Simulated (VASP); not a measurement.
A run of VASP 6.6.1 is set up as follows.

Contents of POSCAR:

```
Li
1.0
   -1.7196562266      1.7196562266      1.7196562266
    1.7196562266     -1.7196562266      1.7196562266
    1.7196562266      1.7196562266     -1.7196562266
Li
1
Direct
    0.0000000000      0.0000000000      0.0000000000
```

Contents of INCAR.step1:

```
SYSTEM = Li
ALGO = Normal ; EDIFF = 1E-4
ENCUT = 520 ; GGA = PE
ISMEAR = -1 ; LASPH = .TRUE.
LCHARG = .FALSE. ; LREAL = .FALSE.
LWAVE = .TRUE. ; NBANDS = 8
NELM = 100 ; PREC = Accurate
SIGMA = 0.05
```

The input INCAR.step2:

```
SYSTEM = Li
ALGO = Normal ; EDIFF = 1E-6
ENCUT = 520 ; ISIF = 2
ISMEAR = -1 ; ISTART = 1
LASPH = .TRUE. ; LCHARG = .FALSE.
LMIXTAU = .TRUE. ; LREAL = .FALSE.
LWAVE = .FALSE. ; METAGGA = R2SCAN
NBANDS = 8 ; NELM = 100
PREC = Accurate ; SIGMA = 0.05
```

The input KPOINTS:

```
k-points
0
G
  17 17 17
  0 0 0
```

Potentials or basis: VASP PAW PBE potentials, release 64 (Li_sv).

Launch:

```bash
$ cat potpaw_PBE.64/Li_sv/POTCAR > POTCAR
$ cp INCAR.step1 INCAR
$ mpirun -np 1 vasp_std > vasp.out
$ cp INCAR.step2 INCAR
$ mpirun -np 1 vasp_std > vasp.out
```

Task: What does it give for the band gap on the k mesh?

Result: None (metal or under the smearing width).
